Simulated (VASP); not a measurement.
Level of theory: PBE GGA, VASP's PBE PAW potentials (set 64) (plane waves; VASP 6.6.1).

VASP input:

### INCAR
```
! general
SYSTEM =Ga35N37
PREC   =Normal
ENCUT  =400
LREAL  =Auto
LASPH  =.TRUE.
ISYM   =0

! electronic loop
EDIFF  =1E-5
NELM   =100
NELMIN =4
ALGO   =Fast
LMAXMIX=4

! smearing
ISMEAR =0
SIGMA  =0.05

! functional
GGA    =PE

! ions
IBRION =2
NSW    =60
ISIF   =2
EDIFFG =-0.03

! output
LWAVE  =.TRUE.
LCHARG =.FALSE.
```

**POSCAR**
```
Ga35N37
1
    4.8683178924    -8.4321738171     0.0000000000
    4.8683178924     8.4321738171     0.0000000000
    0.0000000000     0.0000000000    10.5562839808
Ga N
35 37
Direct
  0.2222220000   0.1111110000   0.2500000000
  0.1111110000   0.2222220000   0.0000000000
  0.2222220000   0.1111110000   0.7500000000
  0.1175180000   0.2245660000   0.5032000000
  0.2253840000   0.4496890000   0.2535480000
  0.1111110000   0.5555560000   0.0000000000
  0.2241110000   0.4523460000   0.7536580000
  0.1178080000   0.5571940000   0.5003930000
  0.2222220000   0.7777780000   0.2500000000
  0.1111110000   0.8888890000   0.0000000000
  0.2222220000   0.7777780000   0.7500000000
  0.1111110000   0.8888890000   0.5000000000
  0.5555560000   0.1111110000   0.2500000000
  0.4444440000   0.2222220000   0.0000000000
  0.5555560000   0.1111110000   0.7500000000
  0.4421790000   0.2200230000   0.4968720000
  0.5545870000   0.4384080000   0.2463480000
  0.4444440000   0.5555560000   0.0000000000
  0.5506660000   0.4390110000   0.7534650000
  0.5489310000   0.7764520000   0.2536410000
  0.4444440000   0.8888890000   0.0000000000
  0.5511310000   0.7777540000   0.7516880000
  0.4483590000   0.8872880000   0.4962310000
  0.8888890000   0.1111110000   0.2500000000
  0.7777780000   0.2222220000   0.0000000000
  0.8888890000   0.1111110000   0.7500000000
  0.7777780000   0.2222220000   0.5000000000
  0.8888890000   0.4444440000   0.2500000000
  0.7777780000   0.5555560000   0.0000000000
  0.8888890000   0.4444440000   0.7500000000
  0.7825300000   0.5571920000   0.5011580000
  0.8888890000   0.7777780000   0.2500000000
  0.7777780000   0.8888890000   0.0000000000
  0.8888890000   0.7777780000   0.7500000000
  0.7724160000   0.8847980000   0.5036150000
  0.2222220000   0.1111110000   0.4385000000
  0.1111110000   0.2222220000   0.1885000000
  0.2222220000   0.1111110000   0.9385000000
  0.1111110000   0.2222220000   0.6885000000
  0.2174900000   0.4446560000   0.4347650000
  0.1111110000   0.5555560000   0.1885000000
  0.2222220000   0.4444440000   0.9385000000
  0.1111110000   0.5555560000   0.6885000000
  0.2222220000   0.7777780000   0.4385000000
  0.1111110000   0.8888890000   0.1885000000
  0.2222220000   0.7777780000   0.9385000000
  0.1111110000   0.8888890000   0.6885000000
  0.5555560000   0.1111110000   0.4385000000
  0.4444440000   0.2222220000   0.1885000000
  0.5555560000   0.1111110000   0.9385000000
  0.4444440000   0.2222220000   0.6885000000
  0.5564100000   0.4405510000   0.4431410000
  0.4444440000   0.5555560000   0.1885000000
  0.4491410000   0.5550940000   0.4980370000
  0.5555560000   0.4444440000   0.9385000000
  0.4491910000   0.5598330000   0.6840960000
  0.5534980000   0.7775950000   0.4405040000
  0.4444440000   0.8888890000   0.1885000000
  0.5555560000   0.7777780000   0.9385000000
  0.4444440000   0.8888890000   0.6885000000
  0.8888890000   0.1111110000   0.4385000000
  0.7777780000   0.2222220000   0.1885000000
  0.8888890000   0.1111110000   0.9385000000
  0.7777780000   0.2222220000   0.6885000000
  0.8888890000   0.4444440000   0.4385000000
  0.7777780000   0.5555560000   0.1885000000
  0.8888890000   0.4444440000   0.9385000000
  0.7777780000   0.5555560000   0.6885000000
  0.8888890000   0.7777780000   0.4385000000
  0.7777780000   0.8888890000   0.1885000000
  0.8888890000   0.7777780000   0.9385000000
  0.7777780000   0.8888890000   0.6885000000
```

KPOINTS:
```
K-points
0
G
  1 1 1
0 0 0
```

POTCAR, in this order: Ga N (PBE.64 set). Program: vasp_gam.

The supercell is sampled at Γ alone, which is coarse: total energies, pressure and levels can be off, energies of defects by several tenths of an eV.

Task: Estimate the energy per atom (σ→0).

Result: 
```json
{
  "energy per atom (σ→0)": "-5.996 eV/atom"
}
```

**OSZICAR**
```
...
RMM:   4    -0.431688177958E+03    0.27271E-05   -0.12056E-05   222   0.775E-03
  35 F= -.43168818E+03 E0= -.43168818E+03  d E =-.642840E-03
       N       E                     dE             d eps       ncg     rms          rms(c)
DAV:   1    -0.431688430089E+03   -0.24940E-03   -0.12960E-01   364   0.879E-01    0.668E-02
RMM:   2    -0.431688592806E+03   -0.16272E-03   -0.22678E-03   366   0.984E-02    0.331E-02
RMM:   3    -0.431688614180E+03   -0.21374E-04   -0.39710E-04   405   0.376E-02    0.237E-02
RMM:   4    -0.431688605111E+03    0.90692E-05   -0.35085E-05   251   0.135E-02
  36 F= -.43168861E+03 E0= -.43168861E+03  d E =-.427153E-03
```

The cell is a supercell with a defect, built from GaN (wurtzite): N_Ga. The run is not spin-polarised, so no state with unpaired spins was tried.
